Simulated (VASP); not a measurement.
# SnTePbSe (space group R3m): computed properties

The numbers are results of PBEsol GGA, VASP's PBE PAW potentials (set 64) (plane waves; VASP 6.6.1), not measurements.

For SnTePbSe, the space group is R3m (160). The cell is a = 4.379 Å, b = 4.379 Å, c = 21.409 Å, α = 90.00°, β = 90.00°, γ = 120.00°, the volume per atom comes out as 29.62 Å³/atom and the band gap (over mesh and band path) is 0.15 eV. The smallest direct gap (over mesh and band path) is 0.16 eV, the band-edge character is indirect, F to S2-F at 0.91 and the density comes out as 7.46 g/cm³.

```
PbSnSeTe
1.0
    2.18936     1.26403     7.13646
   -2.18936     1.26403     7.13646
    0.00000    -2.52806     7.13646
Sn Te Pb Se
1 1 1 1
Cartesian
  0.00000   0.00000  10.55808
  0.00000   0.00000   5.31107
  0.00000   0.00000   0.09942
  0.00000   0.00000  16.14522
```

Unless said otherwise, spin-orbit coupling is left out, though it shifts the bands of the heavy elements here.

The structure comes from a computed database's SnTePbSe entry (R3m); how it stands against other phases isn't given here. It was relaxed first, which changed the volume by -6 %. Symmetry was kept, so distortions that lower it aren't found.
